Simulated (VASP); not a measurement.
Output of a VASP run:

OSZICAR:
```
...
DAV:   8    -0.256007184927E+01    0.20042E-03   -0.75692E-04  8378   0.547E-01    0.304E-02
DAV:   9    -0.256007831320E+01   -0.64639E-05   -0.14229E-05  9430   0.559E-02    0.126E-02
DAV:  10    -0.256007911613E+01   -0.80293E-06   -0.12051E-06  7544   0.129E-02    0.208E-03
DAV:  11    -0.256007909371E+01    0.22420E-07   -0.57110E-08  4904   0.281E-03
   1 F= -.29001513E+01 E0= -.29001731E+01  d E =-.290015E+01
       N       E                     dE             d eps       ncg     rms          rms(c)
DAV:   1    -0.256090234001E+01   -0.82322E-03   -0.24903E-02  7960   0.172E+00    0.139E-01
DAV:   2    -0.256049575962E+01    0.40658E-03   -0.56717E-04 10094   0.510E-01    0.914E-02
DAV:   3    -0.256024147378E+01    0.25429E-03   -0.29496E-04  8806   0.539E-01    0.228E-02
DAV:   4    -0.256024464676E+01   -0.31730E-05   -0.38939E-05  7590   0.735E-02    0.257E-02
DAV:   5    -0.256024455867E+01    0.88090E-07   -0.12404E-06 10144   0.155E-02    0.119E-02
DAV:   6    -0.256024449454E+01    0.64131E-07   -0.10125E-07  5194   0.667E-03
   2 F= -.29003208E+01 E0= -.29003469E+01  d E =-.169441E-03
       N       E                     dE             d eps       ncg     rms          rms(c)
DAV:   1    -0.256653454141E+01   -0.62900E-02   -0.22378E-01  7960   0.517E+00    0.416E-01
DAV:   2    -0.256286558533E+01    0.36690E-02   -0.51266E-03  9998   0.143E+00    0.275E-01
DAV:   3    -0.256057544045E+01    0.22901E-02   -0.27043E-03  8736   0.157E+00    0.685E-02
DAV:   4    -0.256060287363E+01   -0.27433E-04   -0.33705E-04  7594   0.215E-01    0.773E-02
DAV:   5    -0.256060233167E+01    0.54195E-06   -0.11311E-05 10160   0.464E-02    0.339E-02
DAV:   6    -0.256060186763E+01    0.46404E-06   -0.10115E-06  7630   0.199E-02    0.112E-02
DAV:   7    -0.256060184740E+01    0.20234E-07   -0.69871E-08  3986   0.559E-03
   3 F= -.29006921E+01 E0= -.29006747E+01  d E =-.540755E-03
       N       E                     dE             d eps       ncg     rms          rms(c)
DAV:   1    -0.258403756256E+01   -0.23436E-01   -0.89125E-01  7970   0.103E+01    0.829E-01
DAV:   2    -0.256927805803E+01    0.14760E-01   -0.20691E-02  9740   0.238E+00    0.547E-01
DAV:   3    -0.256016556831E+01    0.91125E-02   -0.11017E-02  8718   0.285E+00    0.134E-01
DAV:   4    -0.256026031456E+01   -0.94746E-04   -0.12074E-03  7700   0.401E-01    0.153E-01
DAV:   5    -0.256025819251E+01    0.21220E-05   -0.48315E-05 10186   0.936E-02    0.548E-02
DAV:   6    -0.256025657890E+01    0.16136E-05   -0.35779E-06  7598   0.365E-02    0.196E-02
DAV:   7    -0.256025655026E+01    0.28635E-07   -0.32384E-07  7184   0.107E-02
   4 F= -.29003817E+01 E0= -.29003373E+01  d E =-.230338E-03
       N       E                     dE             d eps       ncg     rms          rms(c)
DAV:   1    -0.257177776018E+01   -0.11521E-01   -0.42357E-01  8000   0.716E+00    0.573E-01
DAV:   2    -0.256489081452E+01    0.68869E-02   -0.97027E-03  9940   0.187E+00    0.377E-01
DAV:   3    -0.256059298798E+01    0.42978E-02   -0.50044E-03  8646   0.214E+00    0.909E-02
DAV:   4    -0.256065035221E+01   -0.57364E-04   -0.66743E-04  7498   0.295E-01    0.106E-01
DAV:   5    -0.256064993438E+01    0.41783E-06   -0.20824E-05 10210   0.611E-02    0.511E-02
DAV:   6    -0.256064923768E+01    0.69670E-06   -0.19626E-06  7562   0.260E-02    0.178E-02
DAV:   7    -0.256064924394E+01   -0.62596E-08   -0.13785E-07  4654   0.753E-03
   5 F= -.29007509E+01 E0= -.29007113E+01  d E =-.599597E-03
```

**OUTCAR**
```
------------------------ aborting loop because EDIFF is reached ----------------------------------------
  Edisp (eV):   -0.34010
  FORCE on cell =-STRESS in cart. coord.  units (eV):
  Direction    XX          YY          ZZ          XY          YZ          ZX
  --------------------------------------------------------------------------------------
  Total      -0.35686    -0.35686    -0.36282     0.00000    -0.00000     0.00000
  in kB     -20.74670   -20.74670   -21.09308     0.00000    -0.00000     0.00000
  external pressure =      -20.86 kB  Pullay stress =        0.00 kB
  volume of cell :       27.56
      direct lattice vectors                 reciprocal lattice vectors
    -1.636684871  1.636684871  2.571983752     0.000000000  0.305495584  0.194402472
     1.636684871 -1.636684871  2.571983752     0.305495584  0.000000000  0.194402472
     1.636684871  1.636684871 -2.571983752     0.305495584  0.305495584  0.000000000
 POSITION                                       TOTAL-FORCE (eV/Angst)
 -----------------------------------------------------------------------------------
     -0.00000      0.00000      0.00000         0.000000      0.000000      0.000000
 -----------------------------------------------------------------------------------
    total drift:                               -0.000000     -0.000000     -0.000000
  FREE ENERGIE OF THE ION-ELECTRON SYSTEM (eV)
  ---------------------------------------------------
  free  energy   TOTEN  =        -2.9007509228 eV

  energy  without entropy=       -2.9006320378  energy(sigma->0) =       -2.90071129

 reached required accuracy - stopping structural energy minimisation
```
(Selected blocks of OUTCAR.)

### POSCAR
```
In
1
   -1.6478163838     1.6478163838     2.5373520204
    1.6478163838    -1.6478163838     2.5373520204
    1.6478163838     1.6478163838    -2.5373520204
In
1
Direct
  0.0000000000   0.0000000000   0.0000000000
```

Problem. Reconstruct the remaining input files.

Solution. Several could match; the one computed here: the input of the run itself, PBE GGA with D4 dispersion, plane waves, VASP's PBE PAW potentials (set 64).

### KPOINTS
```
Automatic mesh
0
Gamma
16 16 16
0 0 0
```

INCAR:
```
SYSTEM=In
PREC=Accurate; ENCUT=520; LREAL=.FALSE.
LASPH=.TRUE.
EDIFF=1E-7; NELM=100; ALGO=Normal
LMAXMIX=4
ISMEAR=1; SIGMA=0.1
GGA=PE; IVDW=13
IBRION=2; NSW=30; ISIF=4
EDIFFG=-0.01
LWAVE=.FALSE.; LCHARG=.FALSE.
```

POTCAR, in this order: In_d (PBE.64 set). Program: vasp_std.

The compound is In in the bct structure. This cell is one point of a volume scan, at 1.06 of the reference volume. Symmetry was kept, so distortions that lower it aren't found.
